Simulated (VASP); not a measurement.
A calculation with VASP 6.6.1 of KPt (ASE script, structure from a POSCAR):

File run.py:

```python
from ase.calculators.vasp import Vasp
from ase.dft.bandgap import bandgap
from ase.io import read

atoms = read('POSCAR')
calc = Vasp(
    directory='calc',
    xc='lda',
    pp='LDA',
    setups='minimal',
    prec='Accurate',
    encut=500,
    ediff=1e-06,
    ismear=0,
    sigma=0.05,
    lreal=False,
    lasph=True,
    nelm=60,
    algo='Normal',
    isif=2,
    lwave=False,
    lcharg=True,
    lelf=True,
    lvhar=True,
    kpts=[10, 10, 5],
    gamma=True,
    nbands=16,
)
atoms.calc = calc

print('energy (eV):', atoms.get_potential_energy())
print('free energy (eV):', atoms.get_potential_energy(force_consistent=True))
print('forces (eV/A):')
print(atoms.get_forces())
print('stress (eV/A^3, Voigt):', atoms.get_stress())
print('Fermi level (eV):', calc.get_fermi_level())
gap, top, bottom = bandgap(calc)
print('band gap (eV):', gap, 'from (spin, k, band)', top, 'to', bottom)
```

Contents of POSCAR:

```
KPt
1.0
    3.0008472788      0.0000000000      0.0000000000
   -1.5004236394      2.5988099763      0.0000000000
    0.0000000000      0.0000000000      5.3455780000
Pt K
1 1
Direct
    0.6666666667      0.3333333333      0.0000000000
    0.0000000000      0.0000000000      0.5000000000
```

Potentials or basis: VASP PAW LDA potentials, release 64 (Pt, K_pv).

Launch:

```bash
$ python run.py
```

The cell comes from a database or a generator and needn't be the stable form of this composition.

Write the same calculation in another form: native input, structure from a POSCAR.

As run:

INCAR

```
SYSTEM = KPt
PREC = Accurate ; ENCUT = 500
EDIFF = 1E-6 ; ISMEAR = 0
SIGMA = 0.05 ; LREAL = .False.
LASPH = .True. ; NELM = 60
ALGO = Normal ; ISIF = 2
LWAVE = .False. ; LCHARG = .False.
GGA = CA
```

The input KPOINTS:

```
Automatic mesh
0
Gamma
  10 10 5
  0 0 0
```

Contents of POSCAR:

```
KPt
1.0
    3.0008472788      0.0000000000      0.0000000000
   -1.5004236394      2.5988099763      0.0000000000
    0.0000000000      0.0000000000      5.3455780000
Pt K
1 1
Direct
    0.6666666667      0.3333333333      0.0000000000
    0.0000000000      0.0000000000      0.5000000000
```

Potentials or basis: VASP PAW LDA potentials, release 64 (Pt, K_pv).

Run with:

```bash
$ cat potpaw_LDA.64/Pt/POTCAR potpaw_LDA.64/K_pv/POTCAR > POTCAR
$ mpirun -np 1 vasp_std > vasp.out
```

Both were run:

|  | ASE script, structure from a POSCAR | native input, structure from a POSCAR |
| --- | --- | --- |
| Pressure | -5.4 GPa | -5.4 GPa |
| Band gap on the k mesh | none (metal or under the smearing width) | none (metal or under the smearing width) |

Keys that steer only the numerical path or the files written may differ.
